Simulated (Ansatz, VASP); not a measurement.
## Cross-check of PtS2 between VASP and Ansatz

Wanted: the spread between two codes on one cell, functional and k mesh. The cell is taken from a series of runs on this material, whose earlier steps may have relaxed, scaled, displaced or heated it; both programs get it as it stands.

Program: Ansatz 0.2.0. Level of theory: plane waves, with VASP 6.6.1 beside it; PBE. Results are calculated unless marked as measured.

## Step 1: Starting point

The cell holds 3 atoms: 1 Pt and 2 S. Cell: a = 3.381 Å, b = 3.381 Å, c = 30.000 Å, α = 90.0°, β = 90.0°, γ = 120.0°. Vacuum lies along c.

## Step 2: Ansatz: zone-centre phonons, PBE

Ansatz runs on its PAW soft_1 files.

Second derivatives magnify differences that forces hide, and they need a tight electronic threshold.

File input.yaml:

```yaml
crystal:
  lattice:
    - [3.3806817048, 0.0, 0.0]
    - [-1.6903408524, 2.9277562385, 0.0]
    - [0.0, 0.0, 30.0]
  atoms:
    - { symbol: Pt, position: [0.3333333333, 0.6666666667, 0.3333333333] }
    - { symbol: S, position: [0.6666666667, 0.3333333333, 0.3817712409] }
    - { symbol: S, position: [0.6666666667, 0.3333333333, 0.2848954257] }
  periodic: [true, true, false]
kpoints:
  mp_grid: { grid: [15, 15, 1] }
hamiltonian:
  xc: pbe
  pseudopotentials: { kind: paw, azcp: { folder: soft_1 } }
scf:
  occupations: { method: methfessel_paxton, width: 0.2 }
output:
  eigenvalues: true
phonons:
  method: dfpt
```

On the command line:

```bash
$ ansatz run input.yaml --threads 4 --pin off --max-ram 16384MiB --backend cpu --events-out ev --progress --plain --runs-dir out
```

Numbers of over 12 decimals in the logs are rounded to 6 here.

Output:

```text
Engine: ansatz 0.2.0, aarch64-unknown-linux-gnu
Pseudopotentials: kind: paw
Pseudopotential: Pt, paw, valence charge 18, recommended cutoff 420 eV (normal), soft_1/Pt.paw.azcp
Pseudopotential: S, paw, valence charge 6, recommended cutoff 420 eV (normal), soft_1/S.paw.azcp
Functional definition: PBE
  parameter kappa = 0.804
  parameter beta = 0.066725
  exchange = pbe_x(kappa = kappa, mu = beta*pi^2/3)
  correlation = pbe_c(beta = beta)
Crystal: 3 atoms, lattice volume = 296.934 Å³
Basis set: ecut = 420 eV, 5825 PW (Γ), exchange–correlation on 48×48×432 points (8 copies of the dense FFT grid, shifted against one another)
Bands: 19, of which v1, the nominal top of the filled ones, is band 15 counted from 1 (14 counted from 0)
Symmetry: 12 space group operations
k-points: 64 of 225 (irreducible under 2 space group operations, time reversal used)
Non-local potential: Pt, projectors of the file, l = 0: 3, l = 1: 2, l = 2: 2, l = 3: 1
Non-local potential: S, projectors of the file, l = 0: 2, l = 1: 2, l = 2: 1
PAW form: soft (Blöchl's): semilocal exchange-correlation on the pseudo side does not see the compensation charge
PAW one-centre angular grid: Pt, 590 points (default); XC on 64 Gauss nodes
PAW one-centre angular grid: S, 110 points (default); XC on 64 Gauss nodes
Initial density: superposition of atomic densities (neutral atoms: chi_scale 0, normalization atom)
Initial wavefunctions: pseudopotential atomic-orbital guess
Functional: x = pbe(κ = 0.804, μ = 0.219515), c = pbe(β = 0.066725)
SCF iter   1: F=—  HF=-14329.141458 eV  |F-HF|=—  |Δ(HF+E_count)|=         —  Δρ=3.96e-2  dr2=6.24e0  ethr=3.10e-3  ⟨swp⟩=15.0  Hψ=11750  notcnv=0
preconditioner: auto → LDOS  [metal: Δε(μ)=0.056 eV  Ē_g=8.676 eV  σ=0.200 eV  W_gap=0.23  n_scr=16 (ndim 8)  ℏωp=10.1 eV  f_vac=0.773  D(μ)=3.21/eV (n_scr^D=12)  β→1.0]
SCF iter   2: F=—  HF=-14328.327300 eV  |F-HF|=—  |Δ(HF+E_count)|=   8.14e-1  S|Δr|=    0.00e0  Δρ=1.41e-2  dr2=1.04e0  ethr=3.10e-3  ⟨swp⟩=3.3  Hψ=3518  notcnv=0
SCF iter   3: F=—  HF=-14328.187877 eV  |F-HF|=—  |Δ(HF+E_count)|=   1.39e-1  S|Δr|=    0.00e0  Δρ=9.07e-3  dr2=3.32e-1  ethr=3.10e-3  ⟨swp⟩=4.2  Hψ=3554  notcnv=0
SCF iter   4: F=—  HF=-14328.109517 eV  |F-HF|=—  |Δ(HF+E_count)|=   7.84e-2  S|Δr|=    0.00e0  Δρ=1.58e-3  dr2=1.99e-2  ethr=1.11e-3  ⟨swp⟩=3.2  Hψ=3171  notcnv=0
SCF iter   5: F=—  HF=-14328.105503 eV  |F-HF|=—  |Δ(HF+E_count)|=   4.01e-3  S|Δr|=    0.00e0  Δρ=4.14e-4  dr2=2.87e-4  ethr=6.63e-5  ⟨swp⟩=3.6  Hψ=2947  notcnv=0
SCF iter   6: F=—  HF=-14328.105716 eV  |F-HF|=—  |Δ(HF+E_count)|=   2.13e-4  S|Δr|=    0.00e0  Δρ=5.83e-5  dr2=1.21e-5  ethr=9.56e-7  ⟨swp⟩=3.5  Hψ=2951  notcnv=0
SCF iter   7: F=—  HF=-14328.105731 eV  |F-HF|=—  |Δ(HF+E_count)|=   1.46e-5  S|Δr|=    0.00e0  Δρ=1.58e-5  dr2=9.84e-7  ethr=4.02e-8  ⟨swp⟩=3.4  Hψ=2764  notcnv=0
SCF iter   8: F=—  HF=-14328.105730 eV  |F-HF|=—  |Δ(HF+E_count)|=   1.19e-6  S|Δr|=    0.00e0  Δρ=3.55e-6  dr2=2.68e-8  ethr=3.28e-9  ⟨swp⟩=3.3  Hψ=2780  notcnv=0
SCF iter   9: F=—  HF=-14328.105730 eV  |F-HF|=—  |Δ(HF+E_count)|=   6.21e-8  S|Δr|=    0.00e0  Δρ=5.56e-7  dr2=9.20e-10  ethr=8.92e-11  ⟨swp⟩=3.8  Hψ=3172  notcnv=0
SCF iter  10: F=—  HF=-14328.105730 eV  |F-HF|=—  |Δ(HF+E_count)|=   1.34e-9  S|Δr|=    0.00e0  Δρ=9.64e-8  dr2=2.18e-11  ethr=3.07e-12  ⟨swp⟩=3.9  Hψ=3275  notcnv=0
SCF iter  11: F=-14328.105730 eV  HF=-14328.105730 eV  |F-HF|=4.73e-11  |Δ(HF+E_count)|=  9.86e-10  S|Δr|=    0.00e0  Δρ=1.96e-8  dr2=1.95e-12  ethr=1.00e-12  ⟨swp⟩=17.6  Hψ=11535  notcnv=0
SCF 1 converged in 11 iterations: F = -14328.105730 eV  dr2 = 1.95e-12
  greatest PAW one-centre occupation: 1.000 electrons in one spin orbital (limit 2), on the Pt atom at site 0 (counted from 0), in its partial waves of l = 0
DFPT response loops at Γ: preconditioner auto → none (partly filled bands, converged f_vac=0.775); β = 0.50; Broyden in place of MSR1
SCF converged after 11 iterations
Stability not checked: this state was not tested for a lower state beside it, because cold or Methfessel-Paxton smearing, or corrected tetrahedra, fill the levels in a way that the test cannot read (fill_not_monotonic; see scf.lower_state_search)
Free energy (F): -14328.105730 eV
Harris-Foulkes:  -14328.105730 eV  (|F-HF|=4.73e-11)
Internal energy: -14328.107749 eV  (E = F + TS)
E sigma→0 (E₀):  -14328.106235 eV
Entropy (-TS):   0.002019 eV (0.673 meV/atom)
Fermi energy:    -5.216563 eV
--- Per-component energies (eV) ---
  E_band       = -800.466503
  E_kinetic    = 804.315843
  E_local      = -54212.480959  (includes V_loc(G=0)·N_el)
  E_nonlocal   = 273.289423
  E_hartree    = 26552.445138
  E_xc         = -407.772036
  E_vxc        = -433.692375  (∫ρ·V_xc dr)
  E_paw        = -10700.788965  (= ΣΔE_a)
  E_vpaw       = -336.790054  (= ΣTr[D̂ρ^β])
  E_aug_tail   = 0.001140  (compensation charges beyond the density's cutoff)
  E_ewald      = 23362.882667
  E_smearing   = 0.002019  (= −TS)
  E_closure    = -0.000000  (closes the sum)
  Σ components = -14328.105730   (vs F -14328.105730, Δ=0.00e0)
--- Band table (eV; the first three rows and the last of 64) ---
  k-point 0: bands = [... 11 lower, -7.8182, -7.2782, -4.7880, -4.7880, -4.4481, -4.4481, -1.7739, -0.3875]
  k-point 1: bands = [... 11 lower, -7.8725, -7.2044, -4.9424, -4.7305, -4.6411, -4.5432, -1.5131, -0.3094]
  k-point 2: bands = [... 11 lower, -8.0417, -7.0698, -5.2504, -5.0522, -4.8037, -4.5769, -0.9355, -0.0836]
  k-point 63: bands = [... 11 lower, -8.7702, -7.9942, -7.1831, -5.9085, -4.9183, -3.8557, -0.4556, 1.5895]
--- Phonons (Γ-DFPT): 4 representative perturbations + reference, on 64 of 225 k-points (Σ response iterations 22) ---
  k mesh reduced under 2 symmetry operations, with k and −k counted as one. Each operation leaves every solved perturbation unchanged. A smaller set is not used because it would not reduce the number of displacements times k-points to solve
  ASR residual: 7.704e-5 → 0.000e0 eV/Å²; symmetrization residual: 1.979e-5 eV/Å²
  ASR residual per site (eV/Å²): 7.70e-5 8.26e-6 8.26e-6
  Γ frequencies (cm⁻¹): 0.00 0.00 0.00 74.69 74.69 110.11 130.15 130.15 316.74
  non-analytic LO–TO correction: not included (Born effective charges unavailable; polar crystals: no LO–TO splitting at Γ)
```

## Step 3: VASP: zone-centre phonons, PBE

The same cell, functional, mesh and smearing now go to VASP, with its own data sets.

Lines of VASP's logs that name or quote its potential files are left out, and so is its time.

File INCAR:

```
SYSTEM = PtS2
PREC = Accurate
ENCUT = 500
EDIFF = 1E-08
NELM = 120
ISMEAR = 1
SIGMA = 0.2
LREAL = .FALSE.
ALGO = Normal
GGA = PE
NBANDS = 17
LASPH = .TRUE.
LORBIT = 11
LWAVE = .FALSE.
LCHARG = .FALSE.
ISIF = 2
IBRION = 8
GGA_COMPAT = .FALSE.
NELMDL = -8
KPAR = 2
```

File POSCAR:

```
PtS2
1.0
    3.3806817048      0.0000000000      0.0000000000
   -1.6903408524      2.9277562385      0.0000000000
    0.0000000000      0.0000000000     30.0000000000
Pt S
1 2
Direct
    0.3333333333      0.6666666667      0.3333333333
    0.6666666666      0.3333333334      0.3817712409
    0.6666666666      0.3333333334      0.2848954257
```

File KPOINTS:

```
Automatic mesh
0
Gamma
15 15 1
0 0 0
```

The projector-augmented-wave data sets are Pt and S (PBE family, release 64).

On the command line:

```bash
$ mpirun -np 2 vasp_std
```

Output:

```text
[banner, memory and clock lines left out]
running    2 mpi-ranks, on    1 nodes
 distrk:  each k-point on    1 cores,    2 groups
 distr:  one band on    1 cores,    1 groups

 POSCAR found type information on POSCAR PtS
 POSCAR found :  2 types and       3 ions
 LDA part: xc-table for (Slater+PW92), standard interpolation
 POSCAR, INCAR and KPOINTS ok, starting setup
 FFT: planning ... GRIDC
 FFT: planning ... GRID_SOFT
 FFT: planning ... GRID
 WAVECAR not read
 entering main loop
       N       E                     dE             d eps       ncg     rms          rms(c)
DAV:   1     0.173884256300E+03    0.17388E+03   -0.69501E+03   918   0.894E+02
DAV:   2     0.415597283375E+01   -0.16973E+03   -0.16055E+03  1483   0.167E+02
DAV:   3    -0.142981498442E+02   -0.18454E+02   -0.18215E+02  1135   0.693E+01
DAV:   4    -0.146784148481E+02   -0.38027E+00   -0.37849E+00  1285   0.117E+01
DAV:   5    -0.146863121616E+02   -0.78973E-02   -0.78689E-02  1306   0.165E+00
DAV:   6    -0.146865687859E+02   -0.25662E-03   -0.25662E-03  1351   0.271E-01
DAV:   7    -0.146865735390E+02   -0.47532E-05   -0.47532E-05  1333   0.297E-02
DAV:   8    -0.146865737851E+02   -0.24611E-06   -0.24621E-06  1394   0.557E-03    0.191E+01
DAV:   9    -0.140164644892E+02    0.67011E+00   -0.73775E+00  1236   0.234E+01    0.139E+01
DAV:  10    -0.138314213831E+02    0.18504E+00   -0.36936E+00  1127   0.191E+01    0.499E+00
DAV:  11    -0.136200455190E+02    0.21138E+00   -0.49871E-01  1075   0.664E+00    0.654E-01
DAV:  12    -0.136175586763E+02    0.24868E-02   -0.52626E-02  1197   0.165E+00    0.251E-01
DAV:  13    -0.136176990926E+02   -0.14042E-03   -0.21822E-03  1184   0.344E-01    0.218E-01
DAV:  14    -0.136177948879E+02   -0.95795E-04   -0.39574E-04  1128   0.178E-01    0.130E-01
[...]
DAV:  22    -0.136177462570E+02   -0.33853E-06   -0.33495E-08  1029   0.793E-04    0.944E-04
DAV:  23    -0.136177463568E+02   -0.99839E-07   -0.19646E-09   959   0.231E-04    0.878E-04
DAV:  24    -0.136177463913E+02   -0.34481E-07   -0.10255E-08   948   0.523E-04    0.422E-04
DAV:  25    -0.136177464383E+02   -0.46997E-07   -0.63699E-10   913   0.157E-04    0.364E-04
DAV:  26    -0.136177464994E+02   -0.61134E-07   -0.17373E-09   940   0.192E-04    0.114E-04
DAV:  27    -0.136177465217E+02   -0.22290E-07   -0.40910E-11   940   0.617E-05    0.962E-05
DAV:  28    -0.136177465340E+02   -0.12295E-07   -0.22023E-10   882   0.701E-05    0.450E-05
DAV:  29    -0.136177465406E+02   -0.66207E-08    0.17902E-10   980   0.225E-05
   1 F= -.13617747E+02 E0= -.13618447E+02  d E =0.210284E-02
 Linear response reoptimize wavefunctions to high precision
DAV:   1    -0.136177465458E+02   -0.51573E-08    0.19053E-10   951   0.233E-05
DAV:   2    -0.136177465457E+02    0.45475E-10    0.23863E-10   927   0.474E-06
 Linear response DOF=           4
 Linear response progress:
  Degree of freedom:   1/  4
       N       E                     dE             d eps       ncg     rms          rms(c)
RMM:   1    -0.254560270958E+00   -0.25456E+00   -0.28411E-01  6785   0.329E+00
RMM:   2    -0.247965060998E+00    0.65952E-02   -0.83360E-03  5980   0.527E-01    0.215E-01
RMM:   3    -0.247952774669E+00    0.12286E-04   -0.47099E-04  6023   0.129E-01    0.131E-01
RMM:   4    -0.248678039136E+00   -0.72526E-03   -0.69634E-04  6299   0.144E-01    0.275E-02
RMM:   5    -0.248651671873E+00    0.26367E-04   -0.40333E-05  6257   0.407E-02    0.905E-03
RMM:   6    -0.248658101619E+00   -0.64297E-05   -0.58181E-06  6534   0.113E-02    0.189E-03
RMM:   7    -0.248646545778E+00    0.11556E-04   -0.71809E-06  6682   0.551E-03    0.100E-03
RMM:   8    -0.248638204536E+00    0.83412E-05   -0.61622E-06  6610   0.156E-03    0.180E-04
RMM:   9    -0.248637016534E+00    0.11880E-05   -0.47007E-07  7003   0.375E-04    0.101E-04
RMM:  10    -0.248636253070E+00    0.76346E-06   -0.31182E-07  6760   0.208E-04    0.252E-05
RMM:  11    -0.248636405181E+00   -0.15211E-06   -0.11429E-07  7233   0.888E-05    0.161E-05
RMM:  12    -0.248636551533E+00   -0.14635E-06    0.36498E-08  6945   0.638E-05    0.398E-06
RMM:  13    -0.248636589544E+00   -0.38011E-07    0.43990E-08  7326   0.484E-05    0.221E-06
RMM:  14    -0.248636603559E+00   -0.14015E-07    0.56545E-08  7018   0.452E-05    0.927E-07
RMM:  15    -0.248636611340E+00   -0.77814E-08    0.49394E-08  6927   0.447E-05    0.411E-07
 first order change of Fermi-energy  -0.92954E-04
 force on displaced ion       1 direction 1 :  -0.899  -0.007   0.000
 Linear response progress:
  Degree of freedom:   2/  4
       N       E                     dE             d eps       ncg     rms          rms(c)
RMM:   1    -0.301244336152E+00   -0.30124E+00   -0.27185E-01  1743   0.329E+00
RMM:   2    -0.292863864496E+00    0.83805E-02   -0.90917E-03  1482   0.618E-01    0.322E-01
RMM:   3    -0.294432713977E+00   -0.15688E-02   -0.52799E-03  1672   0.292E-01    0.293E-01
RMM:   4    -0.291871388893E+00    0.25613E-02   -0.22622E-03  1645   0.198E-01    0.144E-01
RMM:   5    -0.292368624007E+00   -0.49724E-03   -0.18042E-04  1596   0.879E-02    0.161E-02
RMM:   6    -0.292423573951E+00   -0.54950E-04   -0.61048E-06  1621   0.158E-02    0.649E-03
RMM:   7    -0.292415638771E+00    0.79352E-05   -0.27504E-06  1623   0.848E-03    0.264E-03
RMM:   8    -0.292411046353E+00    0.45924E-05   -0.32367E-07  1649   0.238E-03    0.161E-03
RMM:   9    -0.292406351247E+00    0.46951E-05   -0.29292E-06  1651   0.178E-03    0.337E-04
RMM:  10    -0.292407670419E+00   -0.13192E-05   -0.27087E-06  1638   0.495E-04    0.178E-04
RMM:  11    -0.292407591763E+00    0.78655E-07   -0.29871E-06  1631   0.384E-04    0.127E-04
RMM:  12    -0.292407185542E+00    0.40622E-06   -0.35660E-06  1679   0.545E-04    0.807E-05
RMM:  13    -0.292407229551E+00   -0.44009E-07   -0.29634E-06  1685   0.187E-04    0.382E-05
RMM:  14    -0.292407280061E+00   -0.50510E-07   -0.25470E-06  1720   0.217E-04    0.161E-05
[...]
RMM:  27    -0.292407231273E+00   -0.40001E-09   -0.35731E-06  1454   0.522E-05    0.109E-06
RMM:  28    -0.292407230804E+00    0.46868E-09   -0.36641E-06  1502   0.523E-05    0.100E-06
RMM:  29    -0.292407230997E+00   -0.19205E-09   -0.36879E-06  1505   0.523E-05    0.127E-06
RMM:  30    -0.292407230780E+00    0.21612E-09   -0.37396E-06  1541   0.523E-05    0.157E-06
RMM:  31    -0.292407230861E+00   -0.80119E-10   -0.37630E-06  1503   0.523E-05    0.182E-06
RMM:  32    -0.292407230670E+00    0.19068E-09   -0.37914E-06  1513   0.523E-05    0.208E-06
RMM:  33    -0.292407230547E+00    0.12244E-09   -0.38088E-06  1507   0.523E-05    0.232E-06
RMM:  34    -0.292407230650E+00   -0.10299E-09   -0.38259E-06  1472   0.523E-05    0.196E-06
 first order change of Fermi-energy   0.14006E-03
 force on displaced ion       1 direction 3 :  -0.000  -0.000  -2.119
 Linear response progress:
  Degree of freedom:   3/  4
       N       E                     dE             d eps       ncg     rms          rms(c)
RMM:   1    -0.958314600174E-01   -0.95831E-01    0.73986E-03  9311   0.201E+00
RMM:   2    -0.945259061654E-01    0.13056E-02   -0.25222E-03  6241   0.312E-01    0.126E-01
RMM:   3    -0.946308668770E-01   -0.10496E-03   -0.91468E-05  6223   0.675E-02    0.682E-02
RMM:   4    -0.948552461126E-01   -0.22438E-03   -0.16102E-05  6569   0.371E-02    0.134E-02
RMM:   5    -0.948770319702E-01   -0.21786E-04   -0.64728E-07  6865   0.901E-03    0.400E-03
RMM:   6    -0.948645594452E-01    0.12473E-04   -0.80116E-07  6944   0.312E-03    0.181E-03
RMM:   7    -0.948646937901E-01   -0.13434E-06    0.12541E-07  6952   0.126E-03    0.115E-03
RMM:   8    -0.948673598564E-01   -0.26661E-05    0.10061E-06  6878   0.721E-04    0.190E-04
RMM:   9    -0.948675341387E-01   -0.17428E-06    0.18939E-07  7151   0.181E-04    0.873E-05
RMM:  10    -0.948673670434E-01    0.16710E-06    0.34976E-09  6964   0.122E-04    0.213E-05
RMM:  11    -0.948673829150E-01   -0.15872E-07   -0.14148E-07  7217   0.689E-05    0.699E-06
RMM:  12    -0.948674228844E-01   -0.39969E-07   -0.17408E-07  7231   0.511E-05    0.474E-06
RMM:  13    -0.948674517863E-01   -0.28902E-07   -0.20092E-07  7093   0.501E-05    0.162E-06
RMM:  14    -0.948674550744E-01   -0.32882E-08   -0.15501E-07  7249   0.462E-05    0.100E-06
[...]
RMM:  19    -0.948674540410E-01   -0.37648E-10   -0.20082E-07  6435   0.451E-05    0.188E-07
RMM:  20    -0.948674539402E-01    0.10079E-09   -0.18112E-07  6507   0.451E-05    0.183E-07
RMM:  21    -0.948674539757E-01   -0.35451E-10   -0.20990E-07  6559   0.451E-05    0.337E-07
RMM:  22    -0.948674541947E-01   -0.21905E-09   -0.16974E-07  6615   0.450E-05    0.184E-07
RMM:  23    -0.948674543808E-01   -0.18602E-09   -0.21082E-07  6642   0.450E-05    0.161E-07
RMM:  24    -0.948674540231E-01    0.35767E-09   -0.20314E-07  6747   0.451E-05    0.167E-07
RMM:  25    -0.948674538845E-01    0.13854E-09   -0.17143E-07  6710   0.450E-05    0.152E-07
RMM:  26    -0.948674542403E-01   -0.35578E-09   -0.20030E-07  6751   0.450E-05    0.140E-07
 first order change of Fermi-energy   0.88375E-04
 force on displaced ion       2 direction 1 :  -1.222  -0.003   0.001
 Linear response progress:
  Degree of freedom:   4/  4
       N       E                     dE             d eps       ncg     rms          rms(c)
RMM:   1    -0.148886266767E+00   -0.14889E+00    0.51951E-03  2073   0.199E+00
RMM:   2    -0.146937017533E+00    0.19492E-02   -0.25320E-03  1515   0.324E-01    0.324E-01
RMM:   3    -0.147077048785E+00   -0.14003E-03   -0.11599E-03  1647   0.150E-01    0.218E-01
RMM:   4    -0.147059247983E+00    0.17801E-04   -0.17283E-03  1694   0.168E-01    0.180E-01
RMM:   5    -0.146459475679E+00    0.59977E-03   -0.28639E-04  1644   0.760E-02    0.140E-02
RMM:   6    -0.146474667452E+00   -0.15192E-04   -0.17974E-05  1638   0.234E-02    0.102E-02
RMM:   7    -0.146473821531E+00    0.84592E-06   -0.27657E-06  1637   0.909E-03    0.377E-03
RMM:   8    -0.146474375797E+00   -0.55427E-06   -0.30969E-07  1631   0.344E-03    0.110E-03
RMM:   9    -0.146473367269E+00    0.10085E-05   -0.23135E-08  1656   0.112E-03    0.430E-04
RMM:  10    -0.146473271829E+00    0.95441E-07   -0.22814E-09  1669   0.601E-04    0.202E-04
RMM:  11    -0.146473992935E+00   -0.72111E-06   -0.12474E-07  1656   0.387E-04    0.101E-04
RMM:  12    -0.146474387401E+00   -0.39447E-06   -0.41226E-07  1664   0.301E-04    0.743E-05
RMM:  13    -0.146474771397E+00   -0.38400E-06   -0.62277E-07  1727   0.287E-04    0.392E-05
RMM:  14    -0.146474946725E+00   -0.17533E-06   -0.26299E-07  1713   0.138E-04    0.146E-05
RMM:  15    -0.146475076956E+00   -0.13023E-06   -0.29912E-07  1743   0.119E-04    0.107E-05
RMM:  16    -0.146475132140E+00   -0.55184E-07   -0.84117E-08  1769   0.970E-05    0.618E-06
RMM:  17    -0.146475184922E+00   -0.52782E-07   -0.83001E-08  1749   0.843E-05    0.321E-06
RMM:  18    -0.146475205772E+00   -0.20850E-07   -0.54660E-08  1731   0.691E-05    0.196E-06
RMM:  19    -0.146475218874E+00   -0.13103E-07   -0.60353E-08  1681   0.621E-05    0.116E-06
RMM:  20    -0.146475219991E+00   -0.11167E-08   -0.20902E-08  1665   0.586E-05    0.692E-07
 first order change of Fermi-energy  -0.69025E+00
 force on displaced ion       2 direction 3 :   0.000  -0.000  -6.400
 Linear response finished
```

[end of part 1 of 2]

[Lines on the potential files, build, host, timing and source positions are cut from VASP's logs without a mark.]

[Logs are printed without paths, hosts, clocks, repeated set-up lines and the standing remarks that a program may print on its own settings, such as how far it seeks lower states.]

[Hosts, paths, dates, database ids (printed as entryN), source tags and the programs' standing remarks are cut or masked in the printed files.]
